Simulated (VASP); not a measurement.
TaF3:

```xyz
4
Lattice="3.9012 0.0000 0.0000 0.0000 3.9012 0.0000 0.0000 0.0000 3.9012" Properties=species:S:1:pos:R:3 pbc="T T T"
Ta    0.0000    0.0000    0.0000
F     1.9506    0.0000    0.0000
F     0.0000    1.9506    0.0000
F     0.0000    0.0000    1.9506
```

Base run:

| Property | Result |
| --- | --- |
| Program | VASP 6.6.1 |
| Functional | PBEsol |
| Potentials or basis | VASP PAW PBE potentials, release 64 (Ta_pv, F) |
| Cutoff | 520 eV |
| k mesh | 5 × 5 × 5 |
| Occupations | gaussian, width 0.05 eV |
| Spin | no spin polarisation |
| Hubbard terms | Ta d U = 2.0 eV, J = 0.5 eV |

Its results: band gap on the k mesh none (metal or under the smearing width); pressure 23.0 GPa.

Task: The run is repeated on the same cell with these changes: spin from no spin polarisation to collinear spin, typed start; further incar settings from ALGO = Fast; EDIFF = 1e-07; NBANDS = 24 to ALGO = Normal; EDIFF = 1e-06; NBANDS = 28. What comes out?

Result: Band gap on the k mesh none (metal or under the smearing width); pressure 28.1 GPa; net moment 1.98 μB per cell; site moments Ta +1.52; F +0.03 μB.

Caveats: the PAW data sets were made with another functional, which shifts forces and pressure a little; U without spin polarisation on a metal has little footing (some runs); a pressure of tens of GPa on the cell as given is suspect, and the run, the potentials or the cell itself is likely at fault (some runs).

Not every run made on this cell is shown here.
